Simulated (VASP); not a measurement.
Input of a VASP 6.6.1 run:

INCAR

```
SYSTEM = Be3CdO4
PREC = Normal
ENCUT = 520
EDIFF = 1E-4
ISMEAR = 0
SIGMA = 0.15
LREAL = .False.
LASPH = .True.
NELM = 60
ALGO = Fast
ISIF = 3
LWAVE = .False.
LCHARG = .False.
GGA = PE
IBRION = 2
NSW = 24
EDIFFG = -0.08
```

Contents of KPOINTS:

```
Automatic mesh
0
Gamma
  5 5 2
  0 0 0
```

Contents of POSCAR:

```
Be3CdO4
1.0
    2.8866289800      0.0000000000      0.0000000000
    0.0000000000      2.8866289800      0.0000000000
    0.0000000000      0.0000000000      8.1237555000
Be Cd O
3 1 4
Direct
    0.5000000000      0.5000000000      0.7543159700
    0.0000000000      0.0000000000      0.5000000000
    0.5000000000      0.5000000000      0.2456840300
    0.0000000000      0.0000000000      0.0000000000
    0.0000000000      0.0000000000      0.2496591400
    0.5000000000      0.5000000000      0.0000000000
    0.0000000000      0.0000000000      0.7503408600
    0.5000000000      0.5000000000      0.5000000000
```

Potentials or basis: VASP PAW PBE potentials, release 64 (Be, Cd, O).

The run is started by

```bash
$ cat potpaw_PBE.64/Be/POTCAR potpaw_PBE.64/Cd/POTCAR potpaw_PBE.64/O/POTCAR > POTCAR
$ mpirun -np 1 vasp_std > vasp.out
```

Task: Predict the relaxed cell.

Result: a = 3.084 Å, b = 3.084 Å, c = 7.657 Å, α = 90.00°, β = 90.00°, γ = 90.00°.

Task: Estimate the relaxed volume.

Result: 9.10 Å³/atom.

Final structure:
```xyz
8
Lattice="3.0837 0.0000 0.0000 0.0000 3.0837 0.0000 0.0000 0.0000 7.6570" Properties=species:S:1:pos:R:3 pbc="T T T"
Be    1.5419    1.5419    5.3729
Be    0.0000    3.0837    3.8285
Be    1.5419    1.5419    2.2841
Cd    0.0000    3.0837    0.0000
O     0.0000    0.0000    2.2714
O     1.5419    1.5419    0.0000
O     0.0000    0.0000    5.3856
O     1.5419    1.5419    3.8285
```

Caveat: the k mesh is coarse (spacing up to 0.44 Å⁻¹), so the values aren't converged.
